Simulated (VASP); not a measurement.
# Sr8Ti8NO23 (a cell with a defect) in VASP: settings compared, part 2 of 2

VASP 6.6.1. Earlier steps stand in the parts before.

## 3. Single point, HSE06, collinear spin, ferromagnetic start

The input, POSCAR:

```
Sr8Ti8NO23                              
1.0
    7.8804100000      0.0000000000      0.0000000000
    0.0000000000     -7.8804100000      0.0000000000
    0.0000000000      0.0000000000     -7.8804100000
  Sr              Ti              N               O             
     8     8     1    23
Direct
     0.2498857133449876    0.2443685891162820    0.2441063793155324
     0.2498578961895860    0.2512133995900417    0.7478344135196938
     0.2497912731335696    0.7488206331858879    0.2505512902225077
     0.2498719226165679    0.7553235921429767    0.7546694198469314
     0.7499355547848529    0.2503054354779223    0.2498814272550195
     0.7497800374813623    0.2495833607091039    0.7493989398524592
     0.7498761739132846    0.7501913413484561    0.2491430744947364
     0.7497612666616995    0.7492786128371256    0.7486351662106693
     0.9991143541673045    0.5000797960462668    0.4997123412949392
     0.0002585963446704    0.4998799716272038    0.9996607243562987
     0.0001698172855263    0.0000619590659994    0.4995184240722955
     0.9991959949453084    0.9999038910651173    0.9993882072124364
     0.5004873901694668    0.4992960562626287    0.4982471544419554
     0.4997362868580204    0.5000312638227040    0.9982797583487851
     0.4998291951044456    0.9992957239393974    0.4998105809653801
     0.5005429154552148    0.0000821457641933    0.9997559044898476
     0.2496169873466810    0.5006992981049461    0.4995615064264061
     0.2497988127541563    0.4999875641247513    0.0002453484095056
     0.2497702142249160    0.9998689780281876    0.4999745728401632
     0.2498838338707524    0.0000333304252304    0.9998642758555460
     0.7496382777770698    0.5001375437225714    0.5005203543031467
     0.7498025211494680    0.5000361389498533    0.9989722855488991
     0.7497914078582063    0.0005395896439204    0.4998949121274633
     0.7499153019198266    0.0000102634628700    0.9999654231622314
     0.9994645943458202    0.2491748171334318    0.4988501430201435
     0.9998494111046553    0.2498594966545309    0.9996088219527465
     0.9986999003650440    0.7512309983261716    0.5009689412497295
     0.9999474875345092    0.7502384612468781    0.0001084907572091
     0.4999074737343429    0.2491618073395128    0.4986778347028561
     0.4998988245074250    0.2497745225042773    0.9994628182574273
     0.5005731316450495    0.7511547759059577    0.5007957302425055
     0.4998063836294718    0.7501635667337071    0.0000047800255889
     0.9988516883991037    0.4990201794152543    0.2489433363347298
     0.9999852915391819    0.5011174739928886    0.7507490133508352
     0.9999442315704359    0.9998556255719953    0.2496507655486370
     0.9998385611468781    0.0003638532147651    0.7501490251143612
     0.5005684519299285    0.4987962006651477    0.2489234739186753
     0.4994300472748912    0.5009949971431489    0.7507247706057671
     0.4997940775837487    0.9997609662784208    0.2495219883564732
     0.4999112483325632    0.0002884694102723    0.7500468619894638
```

The input, INCAR.step1:

```
PREC     = Normal         # precision mode
ENCUT    = 400            # plane-wave cutoff, eV
EDIFF    = 1E-5           # SCF threshold, eV
ISMEAR   = 0              # smearing method
SIGMA    = 0.01           # smearing width, eV
LREAL    = Auto         
LASPH    = T              # aspherical terms in the spheres
NELM     = 150            # most SCF steps
ALGO     = Normal         # electronic algorithm
ISIF     = 2              # what is computed and relaxed
LWAVE    = T              # write WAVECAR
LCHARG   = F              # write CHGCAR
ISPIN    = 2              # spin polarisation
MAGMOM   = 0 0 0 0 0 0 0 0 0.333333 0 0 0 0.333333 0 0 0 0.333333 0 0 0 0 0 0 0 0 0 0 0 0 0 0 0 0 0 0 0 0 0 0 0 # initial moments
LORBIT   = 11             # projections on sites
LMAXMIX  = 4              # l up to which the mixer works
AMIX     = 0.2          
BMIX     = 1E-4         
AMIX_MAG = 0.8          
BMIX_MAG = 1E-4         
ICORELEVEL= 1            
GGA      = PE             # functional
LUSENCCL = F
```

The input, INCAR.step2:

```
PREC     = Normal         # precision mode
ENCUT    = 400            # plane-wave cutoff, eV
EDIFF    = 1E-6           # SCF threshold, eV
ISMEAR   = 0              # smearing method
SIGMA    = 0.01           # smearing width, eV
LREAL    = Auto         
LASPH    = T              # aspherical terms in the spheres
NELM     = 150            # most SCF steps
ALGO     = Normal         # electronic algorithm
ISIF     = 2              # what is computed and relaxed
LWAVE    = F              # write WAVECAR
LCHARG   = F              # write CHGCAR
ISPIN    = 2              # spin polarisation
MAGMOM   = 0 0 0 0 0 0 0 0 0.333333 0 0 0 0.333333 0 0 0 0.333333 0 0 0 0 0 0 0 0 0 0 0 0 0 0 0 0 0 0 0 0 0 0 0 # initial moments
LORBIT   = 11             # projections on sites
LMAXMIX  = 4              # l up to which the mixer works
GGA      = PE             # functional
LHFCALC  = T              # exact exchange
HFSCREEN = 0.2            # screening, 1/A
PRECFOCK = Fast         
AMIX     = 0.2          
BMIX     = 1E-4         
AMIX_MAG = 0.8          
BMIX_MAG = 1E-4         
ICORELEVEL= 1            
ISTART   = 1            
LUSENCCL = F
```

The input, KPOINTS:

```
regular mesh
0
Gamma
  1 1 1
```

Potentials or basis: VASP PAW PBE potentials, release 64 (Sr_sv, Ti_sv, N, O).

On the command line:

```bash
> cat potpaw_PBE.64/Sr_sv/POTCAR potpaw_PBE.64/Ti_sv/POTCAR potpaw_PBE.64/N/POTCAR potpaw_PBE.64/O/POTCAR > POTCAR
> cp INCAR.step1 INCAR
> mpirun -np 1 vasp_gam > vasp.out
> cp INCAR.step2 INCAR
> mpirun -np 1 vasp_gam > vasp.out
```

OUTCAR:

```text
PREC = Normal
   ENCUT = 400
   EDIFF = 1E-6
   ISMEAR = 0
   LREAL = Auto
   LASPH = T
   NELM = 150
   ISIF = 2
   ISPIN = 2
   LORBIT = 11
   GGA = PE
   LHFCALC = T
   HFSCREEN = 0.2
   PRECFOCK = Fast
   AMIX = 0.2
   AMIX_MAG = 0.8
   ISTART = 1

 ion  position               nearest neighbor table
   1  0.250  0.244  0.244-  20 2.72  35 2.76  39 2.76  26 2.76  30 2.76  18 2.78  19 2.79  29 2.81
                            37 2.81  25 2.82  33 2.82  17 2.85  16 3.36  12 3.37  11 3.41  10 3.41
   2  0.250  0.251  0.748-  17 2.77  29 2.78  19 2.78  38 2.78  25 2.78  34 2.78  36 2.79  40 2.79
                            18 2.79  30 2.80  26 2.80  20 2.80   9 3.40  13 3.40  14 3.41  11 3.41
   3  0.250  0.749  0.251-  17 2.77  18 2.78  28 2.79  19 2.79  32 2.79  33 2.79  37 2.79  35 2.79
                            39 2.79  31 2.79  27 2.79  20 2.80  13 3.40   9 3.41  10 3.41  15 3.41
   4  0.250  0.755  0.755-  20 2.73  40 2.76  36 2.76  32 2.76  28 2.76  19 2.78  18 2.79  38 2.81
                            34 2.81  31 2.81  27 2.81  17 2.84  12 3.37  16 3.37  14 3.41  15 3.41
   5  0.750  0.250  0.250-  33 2.77  37 2.77  25 2.78  29 2.78  23 2.78  26 2.79  24 2.79  30 2.79
                            35 2.79  21 2.79  22 2.79  39 2.79  13 3.40   9 3.41  16 3.41  11 3.41
   6  0.750  0.250  0.749-  23 2.78  40 2.78  36 2.78  21 2.78  30 2.79  22 2.79  24 2.79  25 2.79
                            26 2.79  29 2.79  34 2.80  38 2.80  12 3.41  16 3.41  14 3.41   9 3.41
   7  0.750  0.750  0.249-  24 2.78  28 2.78  32 2.78  39 2.78  35 2.78  33 2.79  22 2.79  27 2.79
                            37 2.79  31 2.79  23 2.79  21 2.79  16 3.41  12 3.41  13 3.41  15 3.41
   8  0.750  0.749  0.749-  27 2.77  31 2.77  21 2.77  34 2.78  38 2.78  22 2.78  23 2.79  40 2.79
                            36 2.79  32 2.79  28 2.80  24 2.80   9 3.40  15 3.41  14 3.41  13 3.41
   9  0.999  0.500  0.500-  21 1.97  17 1.97  33 1.98  25 1.98  34 1.98  27 1.98   8 3.40   2 3.40
[... 37 lines left out ...]
  39  0.500  1.000  0.250-  16 1.97  15 1.97   1 2.76   7 2.78   5 2.79   3 2.79
  40  0.500  0.000  0.750-  16 1.97  15 1.97   4 2.76   6 2.78   8 2.79   2 2.79

  LATTYP: Found a simple cubic cell.
 ALAT       =     7.8804100000

  Lattice vectors:

 A1 = (   7.8804100000,   0.0000000000,   0.0000000000)
 A2 = (   0.0000000000,  -7.8804100000,   0.0000000000)
 A3 = (   0.0000000000,   0.0000000000,  -7.8804100000)

Analysis of symmetry for initial positions (statically):
=====================================================================
 Subroutine PRICEL returns:
 Original cell was already a primitive cell.

 Routine SETGRP: Setting up the symmetry group for a
 simple cubic supercell.

 Subroutine GETGRP returns: Found  1 space group operations
 (whereof  1 operations were pure point group operations)
 out of a pool of 48 trial point group operations.

The static configuration has the point symmetry C_1 .

Analysis of symmetry for dynamics (positions and initial velocities):
=====================================================================
 Subroutine PRICEL returns:
 Original cell was already a primitive cell.

 Routine SETGRP: Setting up the symmetry group for a
 simple cubic supercell.

 Subroutine GETGRP returns: Found  1 space group operations
 (whereof  1 operations were pure point group operations)
 out of a pool of 48 trial point group operations.

The dynamic configuration has the point symmetry C_1 .

Analysis of structural, dynamic, and magnetic symmetry:
=====================================================================
 Subroutine PRICEL returns:
 Original cell was already a primitive cell.

 Routine SETGRP: Setting up the symmetry group for a
[... 207 lines left out ...]
  ---------------------------------------------------
  ext. energy  EPLUGINS =         0.00000000
  ---------------------------------------------------
  free energy    TOTEN  =      -383.62425486 eV

  energy without entropy =     -383.62425486  energy(sigma->0) =     -383.62425486

 the core state eigenenergies are
   1-  1s -15923.5464  2s  -2146.0767  2p  -1905.4738  3s   -322.0069  3p   -244.3758
       3d   -116.2722
   2-  1s -15923.4004  2s  -2145.9313  2p  -1905.3283  3s   -321.8635  3p   -244.2324
       3d   -116.1288
   3-  1s -15923.4024  2s  -2145.9334  2p  -1905.3304  3s   -321.8656  3p   -244.2344
       3d   -116.1309
   4-  1s -15923.5472  2s  -2146.0776  2p  -1905.4747  3s   -322.0078  3p   -244.3766
       3d   -116.2731
   5-  1s -15923.4745  2s  -2146.0050  2p  -1905.4021  3s   -321.9341  3p   -244.3029
       3d   -116.1995
   6-  1s -15923.5022  2s  -2146.0328  2p  -1905.4299  3s   -321.9619  3p   -244.3307
       3d   -116.2272
   7-  1s -15923.5057  2s  -2146.0363  2p  -1905.4334  3s   -321.9652  3p   -244.3340
       3d   -116.2306
   8-  1s -15923.4690  2s  -2145.9995  2p  -1905.3966  3s   -321.9287  3p   -244.2975
       3d   -116.1941
   9-  1s  -4859.9747  2s   -529.4143  2p   -436.6182
[... 29 lines left out ...]
  39-  1s   -499.9627
  40-  1s   -499.9653

 E-fermi :   3.7565     XC(G=0):  -9.1358

 val. band max:        3.6954070988   @ k =   0.0000   0.0000   0.0000
 cond. band min:       5.3288920286   @ k =   0.0000   0.0000   0.0000
 fundamental gap:      1.6334849298
 Fermi energy:         3.7565144673

 spin component 1

 k-point     1 :       0.0000    0.0000    0.0000
  band No.  band energies     occupation
      1     -58.4081      1.00000
      2     -58.4059      1.00000
      3     -58.3964      1.00000
      4     -58.3947      1.00000
      5     -58.3746      1.00000
      6     -58.3713      1.00000
[... 183 lines left out ...]
    190       9.3832      0.00000
    191       9.4388      0.00000
 Fermi energy:         3.7565144673

 spin component 2

 k-point     1 :       0.0000    0.0000    0.0000
  band No.  band energies     occupation
      1     -58.4084      1.00000
      2     -58.4062      1.00000
      3     -58.4029      1.00000
      4     -58.4011      1.00000
      5     -58.3798      1.00000
      6     -58.3764      1.00000
[... 34 lines left out ...]
     41     -16.1113      1.00000
     42     -16.1035      1.00000

------------------------ aborting loop because EDIFF is reached ----------------------------------------

  FORCE on cell =-STRESS in cart. coord.  units (eV):
  Direction    XX          YY          ZZ          XY          YZ          ZX
  --------------------------------------------------------------------------------------
  -------------------------------------------------------------------------------------
  Total      -20.5254379    -23.5107752    -23.9243382      0.0042157      1.1518227      0.0062187
  in kB      -67.1980351    -76.9717023    -78.3256623      0.0138016      3.7709414      0.0203594
  external PRESSURE =     -74.1651333 kB  Pullay stress =       0.0000000 kB

 VOLUME and BASIS-vectors are now :
 -----------------------------------------------------------------------------
  energy-cutoff  :      400.00
  volume of cell :      489.38
      direct lattice vectors                 reciprocal lattice vectors
     7.880410000  0.000000000  0.000000000     0.126896951  0.000000000  0.000000000
     0.000000000 -7.880410000  0.000000000     0.000000000 -0.126896951  0.000000000
     0.000000000  0.000000000 -7.880410000     0.000000000  0.000000000 -0.126896951

 POSITION                                       TOTAL-FORCE (eV/Angst)
 -----------------------------------------------------------------------------------
      1.96920     -1.92572     -1.92366        -0.000199      0.057804      0.034823
      1.96898     -1.97966     -5.89324        -0.000047      0.050002     -0.019167
      1.96846     -5.90101     -1.97445         0.000901     -0.047047      0.018648
      1.96909     -5.95226     -5.94710        -0.001537     -0.059176     -0.028847
      5.90980     -1.97251     -1.96917         0.001122     -0.002884     -0.031199
      5.90857     -1.96682     -5.90557         0.003590     -0.001176      0.027489
[... 32 lines left out ...]
      3.93858     -7.87853     -1.96634        -0.023504     -0.027456      0.000342
      3.93951     -0.00227     -5.91068        -0.021678     -0.006981     -0.049150
 -----------------------------------------------------------------------------------
    total drift:                                0.019250      0.007478     -0.003986

  FREE ENERGIE OF THE ION-ELECTRON SYSTEM (eV)
  ---------------------------------------------------
  free  energy   TOTEN  =      -383.6242548590 eV

  energy  without entropy=     -383.6242548590  energy(sigma->0) =     -383.62425486

 total charge

# of ion       s       p       d       tot
------------------------------------------
    1        1.996   5.833   0.163   7.992
    2        1.996   5.835   0.165   7.996
    3        1.996   5.835   0.165   7.996
    4        1.996   5.833   0.163   7.992
    5        1.995   5.834   0.161   7.990
    6        1.995   5.834   0.159   7.988
[... 32 lines left out ...]
   39        1.583   3.551   0.000   5.134
   40        1.583   3.551   0.000   5.134
--------------------------------------------------
tot         71.356 181.511  13.387 266.254

 magnetization (x)

# of ion       s       p       d       tot
------------------------------------------
    1        0.000   0.002   0.002   0.005
    2       -0.000  -0.001  -0.002  -0.003
    3       -0.000  -0.001  -0.002  -0.003
    4        0.000   0.002   0.003   0.005
    5       -0.000   0.000  -0.001  -0.001
    6       -0.000  -0.000  -0.000  -0.001
[... 32 lines left out ...]
   39       -0.000  -0.000   0.000  -0.000
   40       -0.000  -0.000   0.000  -0.000
--------------------------------------------------
tot          0.019   0.763  -0.078   0.705
```

Wall time 41 min (1 × NVIDIA H100 80GB with 1 thread of AMD EPYC 7R13 (Zen 3), shared host); peak memory 1.3 GiB.

What came out:

| Property | Result |
| --- | --- |
| Free energy | -383.6243 eV |
| Largest force | 0.400 eV/Å |
| Band gap on the k mesh | 1.63 eV, direct |
| Net moment | 1.00 μB per cell |
| Site moments | Sr +0.01, -0.00; Ti -0.03, -0.01, -0.00; N +0.49; O +0.01, -0.01, +0.03, +0.00, -0.00, +0.04 μB |
| Valence electrons inside the program's atomic spheres | Sr 7.99, 8.00; Ti 10.11, 10.07; N 3.65; O 5.13, 5.14 |

Forces on the atoms (eV/Å):
```
Sr   0.000  0.058  0.035
Sr   0.000  0.050 -0.019
Sr   0.001 -0.047  0.019
Sr  -0.002 -0.059 -0.029
Sr   0.001 -0.003 -0.031
Sr   0.004 -0.001  0.027
Sr   0.002  0.000 -0.024
Sr   0.005  0.010  0.035
Ti  -0.227  0.072  0.121
Ti   0.050  0.026  0.102
Ti   0.045  0.065  0.086
Ti  -0.056  0.021  0.077
Ti   0.299  0.132  0.231
Ti   0.007  0.019  0.189
Ti   0.020  0.116  0.081
Ti   0.071  0.021  0.080
N   -0.003 -0.040 -0.061
O   -0.018 -0.002 -0.045
O   -0.016 -0.028 -0.015
O   -0.002 -0.002 -0.013
O   -0.019 -0.046 -0.087
O   -0.021 -0.005 -0.051
O   -0.028 -0.029 -0.011
O   -0.008  0.000 -0.018
O   -0.025 -0.012 -0.010
O    0.010 -0.017 -0.029
O   -0.020 -0.036 -0.015
O    0.011 -0.010 -0.011
O    0.000 -0.058 -0.033
O   -0.017 -0.007 -0.050
O    0.002 -0.092 -0.036
O   -0.017 -0.002 -0.031
O    0.047 -0.003 -0.054
O    0.048 -0.010 -0.020
O    0.016 -0.016 -0.011
O    0.015  0.002 -0.068
O   -0.070 -0.014 -0.147
O   -0.062 -0.017 -0.115
O   -0.024 -0.027  0.000
O   -0.022 -0.007 -0.049
```

Core levels (eV, on the scale of the bands):
```csv
atom,levels
1 Sr,"1s -15923.5, 2s -2146.1, 2p -1905.5, 3s -322.0, 3p -244.4, 3d -116.3"
2 Sr,"1s -15923.4, 2s -2145.9, 2p -1905.3, 3s -321.9, 3p -244.2, 3d -116.1"
3 Sr,"1s -15923.4, 2s -2145.9, 2p -1905.3, 3s -321.9, 3p -244.2, 3d -116.1"
4 Sr,"1s -15923.5, 2s -2146.1, 2p -1905.5, 3s -322.0, 3p -244.4, 3d -116.3"
5 Sr,"1s -15923.5, 2s -2146.0, 2p -1905.4, 3s -321.9, 3p -244.3, 3d -116.2"
6 Sr,"1s -15923.5, 2s -2146.0, 2p -1905.4, 3s -322.0, 3p -244.3, 3d -116.2"
```

Caveat: the cutoff is under 1.25 times the usual one of these potentials, so pressure, stress and relaxed cells hold a basis-set (Pulay) error; the PAW data sets were made with another functional, which shifts forces and pressure a little.
